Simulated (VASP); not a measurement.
The cell holds one WSe$_{2}$ (2H layered) monolayer, with vacuum along c. Ionisation potential and electron affinity count from the cell's own band edges, surface states included.

Data:

```
WSe2
1.0
    3.32804     0.00000     0.00000
   -1.66402     2.88216     0.00000
    0.00000     0.00000    19.78025
W Se
1 2
Direct
  0.66667   0.33333   0.50000
  0.33333   0.66667   0.58526
  0.33333   0.66667   0.41474
```

The numbers are results of optB88-vdW, VASP's PBE PAW potentials (set 64) (plane waves; VASP 6.6.1), not measurements. Settings: 400 eV cut-off, 12×12×1 Γ-centred mesh, Gaussian smearing of 0.050 eV, potentials W_sv Se.

Unless said otherwise, spin-orbit coupling is left out, though it shifts the bands of the heavy elements here.

Problem. Predict its energy to cut it from the bulk, per area, ionisation potential, electron affinity, band gap (on the k-mesh).

Solution. 
```yaml
energy_to_cut_it_from_the_bulk_per_area: 24.7 meV/Å²
ionisation_potential: 5.37 eV
electron_affinity: 3.84 eV
band gap (on the k-mesh): 1.53 eV
```

The cell is a sheet with vacuum, built from WSe2 (2H layered).
